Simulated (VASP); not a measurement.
These are AM05 GGA, VASP's PBE PAW potentials (set 64) (plane waves; VASP 6.6.1) values and carry that method's errors.

Input for VASP

### INCAR
```
ALGO = Normal   # blocked Davidson
NSW = 60
SYSTEM = Os
ENCUT = 520   # plane-wave cut-off (eV)
NELM = 100   # most electronic steps
ISMEAR = 1   # Methfessel-Paxton
LASPH = .True.
LREAL = .False.   # projection in real space or not
IBRION = 2   # conjugate gradients
EDIFFG = -0.01   # ionic stop
LCHARG = .False.
PREC = Accurate
SIGMA = 0.1   # width (eV)
LMAXMIX = 6
LWAVE = .False.
GGA = AM
ISIF = 3
EDIFF = 1E-6   # SCF stop (eV)
```

KPOINTS:
```
Automatic mesh
0
Gamma
14 14 8
0 0 0
```

File POSCAR:
```
Os
1.0
  1.3650000000  -2.3642490000   0.0000000000
  1.3650000000   2.3642490000   0.0000000000
  0.0000000000   0.0000000000   4.3200000000
Os
2
Cartesian
  1.3650000000   0.7880845762   1.0800000000
  1.3650000000  -0.7880845762   3.2400000000
```

POTCAR, in this order: Os (PBE.64 set). Program: vasp_std.

What will the output report for the number of irreducible k-points (NKPTS), largest plane-wave count, number of space-group operations, FFT grid (NGX, NGY, NGZ)?

| Property | Value |
|---|---|
| number of irreducible k-points (NKPTS) | 120 |
| largest plane-wave count | 772 |
| number of space-group operations | 24 |
| FFT grid (NGX, NGY, NGZ) | 20 × 20 × 32 |

The compound is Os in the hcp structure. This run relaxes it. Symmetry was kept, so distortions that lower it aren't found.
